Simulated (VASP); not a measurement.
Input of a VASP 6.6.1 run:

File INCAR:

```
SYSTEM = NiW7S16
PREC = Accurate ; ENCUT = 350
EDIFF = 1E-5 ; ISMEAR = 0
SIGMA = 0.03 ; LREAL = Auto
LASPH = .True. ; NELM = 120
ALGO = Normal ; ISIF = 2
LWAVE = .False. ; LCHARG = .False.
ISPIN = 2 ; MAGMOM = 2 0 0 0 0 0 0 0 0 0 0 0 0 0 0 0 0 0 0 0 0 0 0 0
LORBIT = 11 ; NUPDOWN = 2
LMAXMIX = 4 ; LDAU = .True.
LDAUTYPE = 2 ; LDAUL = 2 -1 -1
LDAUU = 5 0 0 ; LDAUJ = 0 0 0
LDAUPRINT = 1 ; GGA = PS
NBANDS = 124 ; KPAR = 4
```

KPOINTS

```
Automatic mesh
0
Gamma
  3 3 2
  0 0 0
```

Contents of POSCAR:

```
NiW7S16
1.0
    6.3064000000      0.0000000000      0.0000000000
   -3.1532000000      5.4615026064      0.0000000000
    0.0000000000      0.0000000000     12.3230000000
Ni W S
1 7 16
Direct
    0.1666666667      0.3333333333      0.2500000000
    0.1666666667      0.8333333333      0.2500000000
    0.6666666667      0.3333333333      0.2500000000
    0.6666666667      0.8333333333      0.2500000000
    0.3333333333      0.1666666667      0.7500000000
    0.3333333333      0.6666666667      0.7500000000
    0.8333333333      0.1666666667      0.7500000000
    0.8333333333      0.6666666667      0.7500000000
    0.1666666667      0.3333333333      0.6225000000
    0.1666666667      0.8333333333      0.6225000000
    0.6666666667      0.3333333333      0.6225000000
    0.6666666667      0.8333333333      0.6225000000
    0.3333333333      0.1666666667      0.1225000000
    0.3333333333      0.6666666667      0.1225000000
    0.8333333333      0.1666666667      0.1225000000
    0.8333333333      0.6666666667      0.1225000000
    0.1666666667      0.3333333333      0.8775000000
    0.1666666667      0.8333333333      0.8775000000
    0.6666666667      0.3333333333      0.8775000000
    0.6666666667      0.8333333333      0.8775000000
    0.3333333333      0.1666666667      0.3775000000
    0.3333333333      0.6666666667      0.3775000000
    0.8333333333      0.1666666667      0.3775000000
    0.8333333333      0.6666666667      0.3775000000
```

Potentials or basis: VASP PAW PBE potentials, release 64 (Ni, W_sv, S).

Launch:

```console
$ cat potpaw_PBE.64/Ni/POTCAR potpaw_PBE.64/W_sv/POTCAR potpaw_PBE.64/S/POTCAR > POTCAR
$ mpirun -np 4 vasp_std > vasp.out
```

Task: Predict the pressure.

Result: -2.3 GPa.

Task: Predict the largest force.

Result: 0.682 eV/Å.

Eigenvalues of the final occupation matrices:
```csv
site,spin,trace,eigenvalues
site 1 d,1,4.57,0.87 0.87 0.93 0.96 0.96
site 1 d,2,4.02,0.79 0.79 0.80 0.80 0.85
```

Caveat: the k mesh is coarse (spacing up to 0.38 Å⁻¹), so the values aren't converged; the PAW data sets were made with another functional, which shifts forces and pressure a little; the total moment is fixed, so each spin has its own Fermi level. The state reached can hang on the start; a lower one may exist.
